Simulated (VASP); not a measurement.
InP, 2 atoms in the cell. It takes space group F-43m (No. 216, cubic). The conventional cell has a = 5.861 Å, b = 5.861 Å, c = 5.861 Å, α = 90.00°, β = 90.00°, γ = 90.00°. In (site symmetry -43m) has 4 P at 2.54 Å as nearest neighbours. P (site symmetry -43m) has 4 In at 2.54 Å as nearest neighbours. 

- Program: VASP 6.6.1
- Task: band structure
- Functional: PBE-EpsX
- Potentials or basis: VASP PAW PBE potentials, release 64 (In_d, P)
- Cutoff: 520 eV
- k mesh: 6 × 6 × 6
- Occupations: gaussian, width 0.02 eV
- Spin: no spin polarisation
- Grid for exact exchange (PRECFOCK): Fast
- Exchange at q = 0: truncated
- Share of exact exchange: 0.0683
- Further INCAR settings: ALGO = Normal; EDIFF = 1e-06

Potentials or basis: VASP PAW PBE potentials, release 64 (In_d, P).

The run is started by

```bash
$ cat potpaw_PBE.64/In_d/POTCAR potpaw_PBE.64/P/POTCAR > POTCAR
$ cp INCAR.step1 INCAR
$ cp KPOINTS.step1 KPOINTS
$ mpirun -np 1 vasp_std > vasp.out
$ cp INCAR.step2 INCAR
$ cp KPOINTS.step2 KPOINTS
$ mpirun -np 1 vasp_std > vasp.out
$ cp INCAR.step3 INCAR
$ cp KPOINTS.step3 KPOINTS
$ mpirun -np 1 vasp_std > vasp.out
```

Hardware: 1 thread of Intel(R) Xeon(R) Platinum 8375C CPU @ 2.90GHz (Ice Lake) (shared host).

Question: How long does it take, and how much memory?

Answer: It took 100 min on 1 thread of Intel(R) Xeon(R) Platinum 8375C CPU @ 2.90GHz (Ice Lake) (shared host), peak memory 0.32 GiB. Counts: scf iterations 48, k points 16.
